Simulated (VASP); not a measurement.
Set up this calculation in VASP 6.6.1, as the native input.

```yaml
Task: single point
Functional: LDA
Potentials_or_basis: VASP PAW LDA potentials, release 64 (Sr_sv, Si, Ge_d)
Cutoff: 520 eV
k_mesh: 5 × 5 × 4, shifted
Occupations: fermi-dirac, width 0.2 eV
Spin: no spin polarisation
Dipole_correction: no
Further_INCAR_settings: ALGO = Fast; EDIFF = 1e-06; NBANDS = 21; ISYM = 0
```

The structure of SrSiGe lies in POSCAR:

```
SrSiGe
1.0
    4.3342400000      0.0000000000      0.0000000000
   -2.1671200000      3.7535600000      0.0000000000
    0.0000000000      0.0000000000      4.5315500000
Sr Si Ge
1 1 1
Direct
    0.6666666667      0.3333333333      0.0000000000
    0.3333333333      0.6666666667      0.5000000000
    0.0000000000      0.0000000000      0.5000000000
```

The cell comes from a database or a generator and needn't be the stable form of this composition.

These files were run (other wordings do the same):

INCAR

```
PREC     = Accurate       # precision mode
ENCUT    = 520            # plane-wave cutoff, eV
EDIFF    = 1E-6           # SCF threshold, eV
ISMEAR   = -1             # smearing method
SIGMA    = 0.2            # smearing width, eV
LREAL    = False          # projectors in reciprocal space
LASPH    = True           # aspherical terms in the spheres
NELM     = 100            # most SCF steps
ALGO     = Fast           # electronic algorithm
ISIF     = 2              # what is computed and relaxed
LWAVE    = False          # write WAVECAR
LCHARG   = False          # write CHGCAR
GGA      = CA             # functional
ISYM     = 0            
NBANDS   = 21             # bands
```

KPOINTS

```
Automatic mesh
0
Gamma
  5 5 4
  0.5 0.5 0.5
```

Potentials or basis: VASP PAW LDA potentials, release 64 (Sr_sv, Si, Ge_d).

Launch:

```bash
$ cat potpaw_LDA.64/Sr_sv/POTCAR potpaw_LDA.64/Si/POTCAR potpaw_LDA.64/Ge_d/POTCAR > POTCAR
$ mpirun -np 1 vasp_std > vasp.out
```

Results of the run:

- Pressure: -3.3 GPa
- Band gap on the k mesh: none (metal or under the smearing width)

It took 4.4 min on 1 thread of Intel(R) Xeon(R) Platinum 8488C (Sapphire Rapids), with other jobs on the host, peak memory 0.35 GiB.
